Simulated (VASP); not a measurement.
# La: formation energy of a point defect

How easily does a point defect form in La? The host is relaxed first, then a supercell is run with and without the defect.

Calculated with VASP 6.6.1; PBEsol; plane waves and PAW (La).

**1. The structure**

The structure is hexagonal, space group P6_3/mmc (No. 194). Conventional cell: a = 3.750 Å, b = 3.750 Å, c = 6.071 Å, α = 90.00°, β = 90.00°, γ = 120.00°. Nearest to La lie 12 La at 3.73 to 3.75 Å.

**2. The host at zero pressure**

First cell and atoms are relaxed at a raised cutoff, so that later runs start from this functional's own cell.

The input, INCAR:

```
SYSTEM = La
PREC = Accurate
ENCUT = 350
EDIFF = 1E-06
NELM = 120
ISMEAR = 1
SIGMA = 0.15
LREAL = .FALSE.
ALGO = Normal
GGA = PS
NBANDS = 17
LASPH = .TRUE.
LORBIT = 11
LWAVE = .FALSE.
LCHARG = .FALSE.
KPAR = 8
IBRION = 2
NSW = 40
ISIF = 3
EDIFFG = -0.02
POTIM = 0.4
```

The input, POSCAR:

```
La
1.0
    3.7500000000      0.0000000000      0.0000000000
   -1.8750000000      3.2475952642      0.0000000000
    0.0000000000      0.0000000000      6.0712500000
La
2
Direct
    0.0000000000      0.0000000000      0.0000000000
    0.3333333333      0.6666666667      0.5000000000
```

The input, KPOINTS:

```
Automatic mesh
0
Gamma
10 10 6
0 0 0
```

Potentials, in the order of the species: La (PBE family, release 64).

The run is started by

```
$ mpirun -np 8 vasp_std
```

What it wrote:

```text
[banner, memory and clock lines left out]
running    8 mpi-ranks, on    1 nodes
 distrk:  each k-point on    1 cores,    8 groups
 distr:  one band on    1 cores,    1 groups

 POSCAR found type information on POSCAR La
 POSCAR found :  1 types and       2 ions
|                                                                             |
|           W    W    AA    RRRRR   N    N  II  N    N   GGGG   !!!           |
|           W    W   A  A   R    R  NN   N  II  NN   N  G    G  !!!           |
|           W    W  A    A  R    R  N N  N  II  N N  N  G       !!!           |
|           W WW W  AAAAAA  RRRRR   N  N N  II  N  N N  G  GGG   !            |
|           WW  WW  A    A  R   R   N   NN  II  N   NN  G    G                |
|           W    W  A    A  R    R  N    N  II  N    N   GGGG   !!!           |
|                                                                             |
|     For optimal performance we recommend to set                             |
|       NCORE = 2 up to number-of-cores-per-socket                            |
|     NCORE specifies how many cores store one orbital (NPAR=cpu/NCORE).      |
|     This setting can greatly improve the performance of VASP for DFT.       |
|     The default, NCORE=1 might be grossly inefficient on modern             |
|     multi-core architectures or massively parallel machines. Do your        |
|     Unfortunately you need to use the default for GW and RPA                |
|     calculations (for HF NCORE is supported but not extensively tested      |
|     yet).                                                                   |
|                                                                             |

|                                                                             |
|               ----> ADVICE to this user running VASP <----                  |
|                                                                             |
|     You enforced a specific xc type in the INCAR file but a different       |
|     [... a line on the potential file left out ...]
|     I HOPE YOU KNOW WHAT YOU ARE DOING!                                     |
|                                                                             |

 LDA part: xc-table for (Slater+PW92), standard interpolation
 POSCAR, INCAR and KPOINTS ok, starting setup
 FFT: planning ... GRIDC
 FFT: planning ... GRID_SOFT
 FFT: planning ... GRID
 WAVECAR not read
 entering main loop
       N       E                     dE             d eps       ncg     rms          rms(c)
DAV:   1     0.219549773194E+03    0.21955E+03   -0.59787E+03  1912   0.127E+03
DAV:   2     0.183195193379E+02   -0.20123E+03   -0.19917E+03  2752   0.299E+02
DAV:   3    -0.775280998643E+01   -0.26072E+02   -0.25621E+02  3266   0.122E+02
DAV:   4    -0.104135305262E+02   -0.26607E+01   -0.26304E+01  3799   0.328E+01
DAV:   5    -0.106130242737E+02   -0.19949E+00   -0.19877E+00  3032   0.913E+00    0.304E+00
DAV:   6    -0.106168320623E+02   -0.38078E-02   -0.42593E-01  3808   0.430E+00    0.156E+00
DAV:   7    -0.105998572863E+02    0.16975E-01   -0.28823E-02  3160   0.112E+00    0.467E-01
DAV:   8    -0.105982369576E+02    0.16203E-02   -0.47399E-03  3808   0.542E-01    0.476E-02
DAV:   9    -0.105982931769E+02   -0.56219E-04   -0.39856E-04  3544   0.133E-01    0.285E-02
DAV:  10    -0.105983074585E+02   -0.14282E-04   -0.62020E-05  3792   0.458E-02    0.216E-02
DAV:  11    -0.105983136378E+02   -0.61793E-05   -0.12188E-05  3312   0.285E-02    0.846E-03
DAV:  12    -0.105983154932E+02   -0.18555E-05   -0.32810E-06  3232   0.141E-02    0.255E-03
DAV:  13    -0.105983158352E+02   -0.34194E-06   -0.51370E-07  2416   0.799E-03
   1 F= -.10598316E+02 E0= -.10598154E+02  d E =-.105983E+02
 curvature:   0.00 expect dE= 0.000E+00 dE for cont linesearch  0.000E+00
 trial: gam= 0.00000 g(F)=  0.119E-47 g(S)=  0.405E-01 ort = 0.000E+00 (trialstep = 0.100E+01)
 search vector abs. value=  0.405E-01
 bond charge predicted
       N       E                     dE             d eps       ncg     rms          rms(c)
DAV:   1    -0.109225760225E+02   -0.32426E+00   -0.95041E+00  2791   0.276E+01    0.263E+00
DAV:   2    -0.107058302180E+02    0.21675E+00   -0.88827E-01  3712   0.111E+01    0.137E+00
DAV:   3    -0.106238749331E+02    0.81955E-01   -0.54957E-01  2902   0.642E+00    0.445E-01
DAV:   4    -0.106233285363E+02    0.54640E-03   -0.75291E-02  3791   0.280E+00    0.150E-01
DAV:   5    -0.106249462978E+02   -0.16178E-02   -0.59854E-03  3176   0.527E-01    0.149E-01
DAV:   6    -0.106253647322E+02   -0.41843E-03   -0.35909E-03  3800   0.442E-01    0.756E-02
DAV:   7    -0.106253260737E+02    0.38658E-04   -0.37500E-04  3248   0.181E-01    0.195E-02
DAV:   8    -0.106253298173E+02   -0.37436E-05   -0.52677E-05  3752   0.748E-02    0.832E-03
DAV:   9    -0.106253283688E+02    0.14485E-05   -0.17385E-06  2672   0.104E-02    0.324E-03
DAV:  10    -0.106253298212E+02   -0.14524E-05   -0.98984E-07  2224   0.102E-02    0.142E-03
DAV:  11    -0.106253291433E+02    0.67793E-06   -0.18021E-07  2013   0.853E-03
   2 F= -.10625329E+02 E0= -.10625474E+02  d E =-.270133E-01
[...]
3 F= -.10628355E+02 E0= -.10628574E+02  d E =-.300389E-01
[...]
4 F= -.10628369E+02 E0= -.10628592E+02  d E =-.300531E-01
[...]
5 F= -.10628668E+02 E0= -.10628935E+02  d E =-.299475E-03
[...]
6 F= -.10628898E+02 E0= -.10629220E+02  d E =-.528929E-03
 curvature:  -1.25 expect dE=-0.929E-04 dE for cont linesearch -0.924E-04
 ZBRENT: increasing intervall
 opt :   4.4175  next Energy=   -10.629078 (dE=-0.709E-03)
 bond charge predicted
       N       E                     dE             d eps       ncg     rms          rms(c)
DAV:   1    -0.106334230981E+02   -0.45257E-02   -0.28118E-01  2957   0.111E+01    0.293E-01
DAV:   2    -0.106301678980E+02    0.32552E-02   -0.99385E-03  3385   0.101E+00    0.150E-01
DAV:   3    -0.106291192001E+02    0.10487E-02   -0.53581E-03  3759   0.753E-01    0.373E-02
DAV:   4    -0.106291191392E+02    0.60925E-07   -0.19589E-04  3350   0.121E-01    0.230E-02
DAV:   5    -0.106291213148E+02   -0.21757E-05   -0.13165E-05  3472   0.363E-02    0.491E-03
DAV:   6    -0.106291211068E+02    0.20805E-06   -0.14998E-06  2452   0.160E-02
   7 F= -.10629121E+02 E0= -.10629589E+02  d E =-.752128E-03
 curvature:  -2.43 expect dE=-0.495E-05 dE for cont linesearch -0.223E-05
 trial: gam=-0.04114 g(F)=  0.135E-46 g(S)=  0.203E-05 ort = 0.168E-04 (trialstep = 0.176E+01)
 search vector abs. value=  0.117E-05
 reached required accuracy - stopping structural energy minimisation
```

It took 35 s on 8 MPI ranks of AMD EPYC 9R45, shared host; peak memory 1.6 GiB.

Lines that name or quote the potential files are left out of all logs, and their timing lines are given in words.

From OUTCAR (step 2):

```text
ion  position               nearest neighbor table
   1  0.000  0.000  0.000-
   2  0.333  0.667  0.500-

  LATTYP: Found a hexagonal cell.
 ALAT       =     3.7500000000
 C/A-ratio  =     1.6190000000

 Subroutine GETGRP returns: Found 24 space group operations
 (whereof 12 operations were pure point group operations)

The static configuration has the point symmetry D_3h.
 The point group associated with its full space group is D_6h.

 Found     56 irreducible k-points:

   k-points           NKPTS =     56   k-points in BZ     NKDIM =     56   number of bands    NBANDS=     17

   dimension x,y,z NGX =    24 NGY =   24 NGZ =   40
   dimension x,y,z NGXF=    48 NGYF=   48 NGZF=   80

   ENCUT  =  350.0 eV  25.72 Ry    5.07 a.u.   5.72  5.72  9.26*2*pi/ulx,y,z

   NELECT =      22.0000    total number of electrons

 k-points in reciprocal lattice and weights: Automatic mesh
   0.00000000  0.00000000  0.00000000       0.002
   0.10000000 -0.00000000  0.00000000       0.010
   0.20000000 -0.00000000  0.00000000       0.010
   0.30000000 -0.00000000  0.00000000       0.010
   0.40000000 -0.00000000  0.00000000       0.010
   0.50000000 -0.00000000  0.00000000       0.005
   0.10000000  0.10000000  0.00000000       0.010
   0.20000000  0.10000000  0.00000000       0.020
   0.30000000  0.10000000  0.00000000       0.020
[...]
0.40000000  0.20000000  0.50000000       0.010
   0.30000000  0.30000000  0.50000000       0.010

 average (electrostatic) potential at core
       1 -95.4232       2 -95.4232

 E-fermi :   8.4774

 k-point     1 :       0.0000    0.0000    0.0000
  band No.  band energies     occupation
    ...
      6      -7.0198      2.00000
      7      -7.0198      2.00000
      8      -7.0176      2.00000
      9       5.3106      2.00000
     10       6.6291      2.00000
     11       9.5563     -0.00000
     12       9.8835     -0.00000
     13       9.8835     -0.00000
     14      10.1451     -0.00000
     15      10.2200     -0.00000
    ...

 k-point     2 :       0.1000   -0.0000    0.0000
  band No.  band energies     occupation
    ...
      6      -7.1679      2.00000
      7      -7.0387      2.00000
      8      -7.0370      2.00000
      9       5.6072      2.00000
     10       6.9038      2.00000
     11       9.0763     -0.00000
     12       9.8264     -0.00000
     13       9.8689     -0.00000
     14      10.0028     -0.00000
     15      10.1014     -0.00000
    ...

 k-point     3 :       0.2000   -0.0000    0.0000
  band No.  band energies     occupation
    ...
      6      -7.3867      2.00000
      7      -7.0982      2.00000
      8      -7.0930      2.00000
      9       6.3305      2.00000
     10       7.3871      2.00000
     11       8.6831     -0.06555
     12       8.9740     -0.00003
     13       9.4664     -0.00000
     14       9.8810     -0.00000
     15      10.1852     -0.00000
    ...

  Total       -0.0072500     -0.0072500      0.0005150      0.0000000      0.0000000      0.0000000
  in kB       -0.1689647     -0.1689647      0.0120023      0.0000000      0.0000000      0.0000000
  external PRESSURE =      -0.1086423 kB  Pullay stress =       0.0000000 kB

  energy-cutoff  :      350.00
  volume of cell :       68.75
      direct lattice vectors                 reciprocal lattice vectors
     3.643070317  0.000000000  0.000000000     0.274493741  0.158479035  0.000000000
    -1.821535158  3.154991442  0.000000000     0.000000000  0.316958071  0.000000000
    -0.000000000  0.000000000  5.981183539     0.000000000 -0.000000000  0.167190990

 POSITION                                       TOTAL-FORCE (eV/Angst)
 -----------------------------------------------------------------------------------
      3.64307      0.00000      5.98118        -0.000000      0.000000      0.000000
     -0.00000      2.10333      2.99059         0.000000      0.000000     -0.000000
 -----------------------------------------------------------------------------------
    total drift:                                0.000000     -0.000000     -0.000000

  FREE ENERGIE OF THE ION-ELECTRON SYSTEM (eV)
  ---------------------------------------------------
  free  energy   TOTEN  =       -10.6291211068 eV

  energy  without entropy=      -10.6305239866  energy(sigma->0) =      -10.62958873

 reached required accuracy - stopping structural energy minimisation

 total charge
# of ion       s       p       d       f       tot
--------------------------------------------------
    1        2.102   5.523   0.945   0.095   8.666
    2        2.102   5.523   0.945   0.095   8.666
--------------------------------------------------
tot          4.205  11.046   1.890   0.190  17.331

[... 3 further parts left out ...]
```

CONTCAR:

```
La
   1.00000000000000
     3.6430703168340788    0.0000000000000000    0.0000000000000000
    -1.8215351584170394    3.1549914421589813    0.0000000000000000
    -0.0000000000000000    0.0000000000000000    5.9811835393133617
  La
     2
Direct
     1.0000000000000000    0.0000000000000000    1.0000000000000000
     0.3333333332999970    0.6666666667000030    0.5000000000000000
```

The k-mesh is coarse for a metal. The PAW data sets were made with PBE, which is usual practice but a small mismatch for other functionals. The run keeps the 24 symmetry operations of its start, so it cannot find a distortion of lower symmetry.

Step by step:

| step | energy less that of the first step (eV) | largest force (eV/Å) | pressure (GPa) | volume (Å³) |
| --- | --- | --- | --- | --- |
| 1 | 0.0000 | 0.0000 | -1.81 | 73.94 |
| 2 | -0.0270 | 0.0000 | -0.60 | 70.42 |
| 3 | -0.0300 | 0.0000 | -0.04 | 68.95 |
| 4 | -0.0301 | 0.0000 | 0.01 | 68.84 |
| 5 | -0.0304 | 0.0000 | 0.00 | 68.82 |
| 6 | -0.0306 | 0.0000 | 0.00 | 68.80 |
| 7 | -0.0308 | 0.0000 | -0.01 | 68.75 |

| conventional cell, symmetrised | before | after | change |
| --- | --- | --- | --- |
| a (Å) | 3.750 | 3.643 | -2.9 % |
| b (Å) | 3.750 | 3.643 | -2.9 % |
| c (Å) | 6.071 | 5.981 | -1.5 % |
| volume (Å³/atom) | 36.97 | 34.37 | -7.0 % |

Final coordinates:

```
La
1.0
     3.64307    0.00000    0.00000
    -1.82154    3.15499    0.00000
     0.00000    0.00000    5.98118
La
2
Direct
  0.00000 0.00000 0.00000
  0.33333 0.66667 0.50000
```

Numbers from this step:

```
electronic cycles                               : 57
electrons                                       : 22
free energy (TOTEN)                             : -10.63 eV
energy at zero smearing                         : -10.63 eV
Fermi energy                                    : 8.477 eV
labelled metallic, from the levels on this mesh : yes
```

The run ended after 7 ionic steps, 0.031 eV below its first step, once forces and stress met EDIFFG = -0.02.

**3. Relax the host again, on a new basis**

The volume changed by more than 5 %, so the plane waves of the start no longer fit; a second relaxation removes that error.

INCAR, as its differences from that of step 2:

```diff
@@ -17,3 +17,3 @@
 IBRION = 2
-NSW = 40
+NSW = 30
 ISIF = 3
```

The input, POSCAR:

```
La
1.0
    3.6430703168      0.0000000000      0.0000000000
   -1.8215351584      3.1549914422      0.0000000000
    0.0000000000      0.0000000000      5.9811835393
La
2
Direct
    0.0000000000      0.0000000000      0.0000000000
    0.3333333333      0.6666666667      0.5000000000
```

KPOINTS is that of step 2.

The run is started by

```
$ mpirun -np 8 vasp_std
```

What it wrote:

```text
[banner, memory and clock lines left out]
running    8 mpi-ranks, on    1 nodes
 distrk:  each k-point on    1 cores,    8 groups
 distr:  one band on    1 cores,    1 groups

 POSCAR found type information on POSCAR La
 POSCAR found :  1 types and       2 ions
 [... a notice as in an earlier step ...]

 [... a notice as in an earlier step ...]

 LDA part: xc-table for (Slater+PW92), standard interpolation
 POSCAR, INCAR and KPOINTS ok, starting setup
 FFT: planning ... GRIDC
 FFT: planning ... GRID_SOFT
 FFT: planning ... GRID
 WAVECAR not read
 entering main loop
       N       E                     dE             d eps       ncg     rms          rms(c)
DAV:   1     0.218416285873E+03    0.21842E+03   -0.60652E+03  1904   0.130E+03
DAV:   2     0.183653869375E+02   -0.20005E+03   -0.19799E+03  2768   0.306E+02
DAV:   3    -0.767343772560E+01   -0.26039E+02   -0.25608E+02  3272   0.122E+02
DAV:   4    -0.104672950600E+02   -0.27939E+01   -0.27600E+01  3782   0.333E+01
DAV:   5    -0.106656233519E+02   -0.19833E+00   -0.19803E+00  3128   0.910E+00    0.342E+00
DAV:   6    -0.106513152583E+02    0.14308E-01   -0.35734E-01  3792   0.425E+00    0.179E+00
DAV:   7    -0.106299750276E+02    0.21340E-01   -0.30571E-02  3376   0.114E+00    0.468E-01
DAV:   8    -0.106284294015E+02    0.15456E-02   -0.43632E-03  3776   0.527E-01    0.666E-02
DAV:   9    -0.106285121620E+02   -0.82761E-04   -0.47294E-04  3528   0.150E-01    0.297E-02
DAV:  10    -0.106285211555E+02   -0.89935E-05   -0.44998E-05  3616   0.421E-02    0.268E-02
DAV:  11    -0.106285320426E+02   -0.10887E-04   -0.21141E-05  3496   0.338E-02    0.114E-02
DAV:  12    -0.106285356138E+02   -0.35712E-05   -0.91889E-06  3608   0.190E-02    0.395E-03
DAV:  13    -0.106285337659E+02    0.18479E-05   -0.10250E-06  2472   0.118E-02    0.120E-03
DAV:  14    -0.106285340726E+02   -0.30673E-06   -0.14424E-07  2368   0.985E-03
   1 F= -.10628534E+02 E0= -.10629001E+02  d E =-.106285E+02
 curvature:   0.00 expect dE= 0.000E+00 dE for cont linesearch  0.000E+00
 trial: gam= 0.00000 g(F)=  0.399E-48 g(S)=  0.395E-05 ort = 0.000E+00 (trialstep = 0.100E+01)
 search vector abs. value=  0.395E-05
 reached required accuracy - stopping structural energy minimisation
```

Elapsed: 8.2 s, on 8 MPI ranks; peak memory 1.3 GiB; 49 s of CPU time.

OUTCAR, selected parts (step 3):

```text
  LATTYP: Found a hexagonal cell.
 ALAT       =     3.6430703168
 C/A-ratio  =     1.6417974453

 Found     56 irreducible k-points:

   dimension x,y,z NGX =    24 NGY =   24 NGZ =   36
   dimension x,y,z NGXF=    48 NGYF=   48 NGZF=   72

   ENCUT  =  350.0 eV  25.72 Ry    5.07 a.u.   5.56  5.56  9.12*2*pi/ulx,y,z

   NELECT =      22.0000    total number of electrons

 E-fermi :   8.4774

 k-point     1 :       0.0000    0.0000    0.0000
  band No.  band energies     occupation
    ...
      6      -7.0203      2.00000
      7      -7.0203      2.00000
      8      -7.0182      2.00000
      9       5.3109      2.00000
     10       6.6292      2.00000
     11       9.5565     -0.00000
     12       9.8836     -0.00000
     13       9.8836     -0.00000
     14      10.1454     -0.00000
     15      10.2200     -0.00000
    ...

 k-point     2 :       0.1000    0.0000    0.0000
  band No.  band energies     occupation
    ...
      6      -7.1683      2.00000
      7      -7.0391      2.00000
      8      -7.0376      2.00000
      9       5.6075      2.00000
     10       6.9039      2.00000
     11       9.0764     -0.00000
     12       9.8265     -0.00000
     13       9.8689     -0.00000
     14      10.0030     -0.00000
     15      10.1016     -0.00000
    ...

  Total       -0.0093906     -0.0093906      0.0053160      0.0000000      0.0000000      0.0000000
  in kB       -0.2188518     -0.2188518      0.1238909      0.0000000      0.0000000      0.0000000
  external PRESSURE =      -0.1046042 kB  Pullay stress =       0.0000000 kB

  energy-cutoff  :      350.00
  volume of cell :       68.75
      direct lattice vectors                 reciprocal lattice vectors
     3.643070317  0.000000000  0.000000000     0.274493741  0.158479035  0.000000000
    -1.821535158  3.154991442  0.000000000     0.000000000  0.316958071  0.000000000
     0.000000000  0.000000000  5.981183539     0.000000000  0.000000000  0.167190990

 POSITION                                       TOTAL-FORCE (eV/Angst)
 -----------------------------------------------------------------------------------
      0.00000      0.00000      0.00000        -0.000000     -0.000000      0.000000
     -0.00000      2.10333      2.99059         0.000000      0.000000      0.000000
 -----------------------------------------------------------------------------------
    total drift:                                0.000000     -0.000000     -0.000000

  FREE ENERGIE OF THE ION-ELECTRON SYSTEM (eV)
  ---------------------------------------------------
  free  energy   TOTEN  =       -10.6285340726 eV

  energy  without entropy=      -10.6299361349  energy(sigma->0) =      -10.62900143

[... 5 parts as in an earlier step ...]

[... 7 further parts left out ...]
```

Little changed from the start: no atom moved by 0.005 Å and no cell edge by 0.1 %.

This step gave:

| Quantity | Value |
| --- | --- |
| electronic cycles | 14 |

The start already met the threshold, so nothing moved.

(Continued in part 2 of 2.)

[Lines on the potential files, build, host, timing and source positions are cut from VASP's logs without a mark.]

[Logs are printed without paths, hosts, clocks, repeated set-up lines and the standing remarks that a program may print on its own settings, such as how far it seeks lower states.]

[Hosts, paths, dates, database ids (printed as entryN), source tags and the programs' standing remarks are cut or masked in the printed files.]

[In band tables of VASP the shares of atoms and orbitals are scaled to a sum of 1 inside the atoms' spheres.]

[Runs that stopped without an error message from VASP are left out.]
